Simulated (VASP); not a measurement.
# HfZrSe3: relaxation of cell and atoms with PBE

Crystal: HfZrSe3.

```xyz
5
Lattice="1.9488 1.1252 9.4330 -1.9488 1.1252 9.4330 0.0000 -2.2503 9.4330" Properties=species:S:1:pos:R:3 pbc="T T T"
Zr    0.0000    0.0000   14.1590
Hf    0.0000    0.0000   17.3610
Se    0.0000    0.0000   28.2310
Se    0.0000    0.0000    6.3520
Se    0.0000    0.0000   22.1100
```

The cell was built by a generator and needn't be a form met in nature.

```json
{
 "Program": "VASP 6.6.1",
 "Task": "relaxation of cell and atoms",
 "Functional": "PBE",
 "Potentials or basis": "VASP PAW PBE potentials, release 64 (Zr_sv, Hf_pv, Se)",
 "Cutoff": "520 eV",
 "k mesh": "10 × 10 × 10",
 "Occupations": "gaussian, width 0.1 eV",
 "Spin": "no spin polarisation",
 "Further INCAR settings": "ALGO = Normal; EDIFF = 1e-06; IBRION = 2; EDIFFG = -0.01; NSW = 90; ISIF = 3"
}
```

```
Relaxed volume                         : 25.88 Å³/atom
Relaxed cell                           : a = 10.139 Å, b = 10.139 Å, c = 10.139 Å, α = 22.10°, β = 22.10°, γ = 22.10°
Space group after relaxing (to 0.05 Å) : R3m (No. 160)
Energy gained by relaxing              : 2.4 meV/atom
Ionic steps                            : 22
Pressure after relaxing                : 0.0 GPa
Largest force after relaxing           : 0.006 eV/Å
Band gap on the k mesh                 : none (metal or under the smearing width)
```

Forces in eV/Å, atoms in the order of the input:
```
Zr   0.000  0.000 -0.001
Hf   0.000  0.000 -0.001
Se   0.000  0.000 -0.005
Se   0.000  0.000  0.000
Se   0.000  0.000  0.006
```

The path:
```tsv
step	energy change (eV)	largest force (eV/Å)	pressure (GPa)	volume (Å³)
1	0.0000	0.1725	0.24	124.11
2	-0.0023	0.0769	-0.33	124.77
3	-0.0023	0.0578	-0.26	124.69
4	-0.0037	0.0578	0.04	124.26
5	-0.0038	0.0606	0.12	124.14
6	-0.0046	0.0575	0.08	124.30
7	-0.0049	0.0535	0.04	124.50
8	-0.0056	0.0503	0.01	124.74
9	-0.0073	0.0638	-0.07	125.47
10	-0.0092	0.0948	-0.23	126.95
11	-0.0081	0.2091	-0.48	129.91
12	-0.0095	0.1137	-0.31	127.90
13	-0.0098	0.1080	-0.25	127.94
14	-0.0105	0.0908	-0.11	128.06
15	-0.0110	0.0618	0.19	128.29
16	-0.0113	0.0499	0.15	128.49
17	-0.0117	0.0229	0.05	129.04
18	-0.0118	0.0360	0.04	129.16
19	-0.0118	0.0417	0.03	129.22
20	-0.0118	0.0315	-0.02	129.32
21	-0.0119	0.0164	-0.10	129.47
22	-0.0120	0.0065	-0.03	129.40
```

Final structure:
```xyz
5
Lattice="1.9436 1.1222 9.8877 -1.9436 1.1222 9.8877 0.0000 -2.2443 9.8877" Properties=species:S:1:pos:R:3 pbc="T T T"
Zr    0.0000    0.0000   14.9191
Hf    0.0000    0.0000   18.1204
Se    0.0000    0.0000   29.4664
Se    0.0000    0.0000    6.6576
Se    0.0000    0.0000   23.3020
```

Levels at points of the mesh, in eV from the Fermi level:
```
           k point  band 18  band 19  band 20  band 21  band 22  band 23
(0.00, 0.00, 0.00)    -1.73    -1.73    -0.76    -0.29    -0.29     0.79
(0.50, 0.00, 0.00)    -3.01    -2.57    -1.24     0.36     1.51     1.52
(0.50, 0.50, 0.00)    -2.97    -2.61    -1.18     0.32     1.51     1.52
(0.50, 0.50, 0.50)    -1.75    -1.75    -0.59    -0.30    -0.30     0.80
```

Run time: 41 min on 8 MPI ranks on AMD EPYC 9R45 (Zen 5), with other jobs on the host, peak memory 1.1 GiB a rank.

Spin-orbit coupling is left out, which matters for the levels of Hf.
